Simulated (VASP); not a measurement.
A convergence study with VASP on PbTe (rock salt): one setting is varied, all else stays as given below, so the limit is that of these other settings. Each run relaxes cell and ions from the cell shown. The basis is that of the starting cell, so low cut-offs carry a Pulay error.

```
CELL_PARAMETERS angstrom
      0.00000     3.23000     3.23000
      3.23000     0.00000     3.23000
      3.23000     3.23000     0.00000
ATOMIC_POSITIONS crystal
  Te 0.50000 0.50000 0.50000
  Pb 0.00000 0.00000 0.00000
```

These are LDA (Ceperley-Alder, Perdew-Zunger), VASP's LDA PAW potentials (set 64) (plane waves; VASP) values and carry that method's errors. The tightest run used: 700 eV cut-off, 6×6×6 Γ-centred mesh, Gaussian smearing of 0.050 eV, potentials Te Pb_d.

Unless said otherwise, spin-orbit coupling is left out, though it shifts the bands of the heavy elements here. Gaps are read on the run's mesh, which can miss a band edge.

The settings run are ENCUT = 200; ENCUT = 250; ENCUT = 300; ENCUT = 350; ENCUT = 400; ENCUT = 450; ENCUT = 500; ENCUT = 550; ENCUT = 600; ENCUT = 650; ENCUT = 700. From which on does the relaxed volume stay within 0.05 Å³/atom of the tightest run?

From ENCUT = 400 on: it is off by 0.014 there and by no more than 0.05 in any finer run, while ENCUT = 350 is off by 0.146.
```json
[
 {"setting": "ENCUT = 200", "relaxed volume (Å³/atom)": "30.227", "E (eV/atom)": "-4.4480", "gap on the mesh (eV)": "0.377", "plane waves": "444", "difference judged (Å³/atom)": "2.332"},
 {"setting": "ENCUT = 250", "relaxed volume (Å³/atom)": "32.544", "E (eV/atom)": "-4.3868", "gap on the mesh (eV)": "0.559", "plane waves": "620", "difference judged (Å³/atom)": "0.015"},
 {"setting": "ENCUT = 300", "relaxed volume (Å³/atom)": "32.321", "E (eV/atom)": "-4.3898", "gap on the mesh (eV)": "0.543", "plane waves": "821", "difference judged (Å³/atom)": "0.238"},
 {"setting": "ENCUT = 350", "relaxed volume (Å³/atom)": "32.413", "E (eV/atom)": "-4.3888", "gap on the mesh (eV)": "0.550", "plane waves": "1018", "difference judged (Å³/atom)": "0.146"},
 {"setting": "ENCUT = 400", "relaxed volume (Å³/atom)": "32.546", "E (eV/atom)": "-4.3881", "gap on the mesh (eV)": "0.559", "plane waves": "1243", "difference judged (Å³/atom)": "0.014"},
 {"setting": "ENCUT = 450", "relaxed volume (Å³/atom)": "32.557", "E (eV/atom)": "-4.3881", "gap on the mesh (eV)": "0.560", "plane waves": "1476", "difference judged (Å³/atom)": "0.002"},
 {"setting": "ENCUT = 500", "relaxed volume (Å³/atom)": "32.538", "E (eV/atom)": "-4.3881", "gap on the mesh (eV)": "0.559", "plane waves": "1724", "difference judged (Å³/atom)": "0.022"},
 {"setting": "ENCUT = 550", "relaxed volume (Å³/atom)": "32.544", "E (eV/atom)": "-4.3880", "gap on the mesh (eV)": "0.559", "plane waves": "1994", "difference judged (Å³/atom)": "0.015"},
 {"setting": "ENCUT = 600", "relaxed volume (Å³/atom)": "32.558", "E (eV/atom)": "-4.3880", "gap on the mesh (eV)": "0.560", "plane waves": "2272", "difference judged (Å³/atom)": "0.001"},
 {"setting": "ENCUT = 650", "relaxed volume (Å³/atom)": "32.562", "E (eV/atom)": "-4.3879", "gap on the mesh (eV)": "0.560", "plane waves": "2637", "difference judged (Å³/atom)": "0.003"},
 {"setting": "ENCUT = 700", "relaxed volume (Å³/atom)": "32.559", "E (eV/atom)": "-4.3879", "gap on the mesh (eV)": "0.560", "plane waves": "2874", "difference judged (Å³/atom)": "0.000"}
]
```

Left out are rungs that failed or repeat a setting and relaxations that didn't move; long series are thinned to 24 rows.

The compound is PbTe in the rock salt structure.
